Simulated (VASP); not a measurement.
```xyz
3
Lattice="4.2964 0.0000 0.0000 -2.1482 3.7208 0.0000 0.0000 0.0000 2.6131" Properties=species:S:1:pos:R:3 pbc="T T T"
Os     0.0000     0.0000     0.0000
Os     0.0000     2.4805     1.3066
Os     2.1482     1.2403     1.3066
```

All values below come from PBE GGA, VASP's PBE PAW potentials (set 64) (plane waves; VASP 6.6.1). Settings: 300 eV cut-off, 7×7×10 Γ-centred mesh, Fermi-Dirac smearing of 0.10 eV, potentials Os.

At this cut-off the stress carries a Pulay error, which pulls relaxed volumes low.

Task: Give the stress tensor in GPa (positive for a compressed cell).

Result: 
```
12.83   0.00   0.00
 0.00  12.83   0.00
 0.00   0.00  35.36
```
The pressure is its mean diagonal, 20.34 GPa.

The structure was generated: Os was put into an ordered model structure, which need not be its known phase. The cell was not relaxed at this level.
